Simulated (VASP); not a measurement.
Calculation: PBEsol GGA, VASP's PBE PAW potentials (set 64) (plane waves; VASP 6.6.1).

A VASP calculation is set up with these files.

File KPOINTS:
```
Automatic mesh
0
Gamma
14 14 7
0 0 0
```

### POSCAR
```
W2N
1
    2.8040896628    -0.0000000222     0.0000000000
   -1.4020443694     2.4284130963     0.0000000000
    0.0000000000     0.0000000000     5.3151838190
N W
1 2
Direct
  0.0000000000   0.0000000000   0.0000000000
  0.3333330000   0.6666670000   0.2690424972
  0.6666670000   0.3333330000   0.7309575028
```

INCAR:
```
SYSTEM = W2N
PREC = Accurate
ENCUT = 520
EDIFF = 1E-7
NELM = 100
ALGO = Normal
LREAL = .FALSE.
LASPH = .TRUE.
ISMEAR = -5
GGA = PS
LMAXMIX = 6
LWAVE = .FALSE.
LCHARG = .TRUE.
LORBIT = 11
NEDOS = 601
ISIF = 2
LEFG = .TRUE.
```

POTCAR, in this order: N W_sv (PBE.64 set). Program: vasp_std.

### Question
What will the output report for the number of irreducible k-points (NKPTS), number of bands (NBANDS), largest plane-wave count, number of space-group operations, FFT grid (NGX, NGY, NGZ)?

### Answer

```json
{
 "number of irreducible k-points (NKPTS)": "144",
 "number of bands (NBANDS)": "20",
 "largest_plane_wave_count": "985",
 "number_of_space_group_operations": "12",
 "FFT grid (NGX, NGY, NGZ)": "24 × 24 × 40"
}
```

The structure was generated: W2N was put into the CdI2 type (P-3m1), which need not be its known phase. It was relaxed first. The electron count is odd and the run is not spin-polarised, which forces a metal.
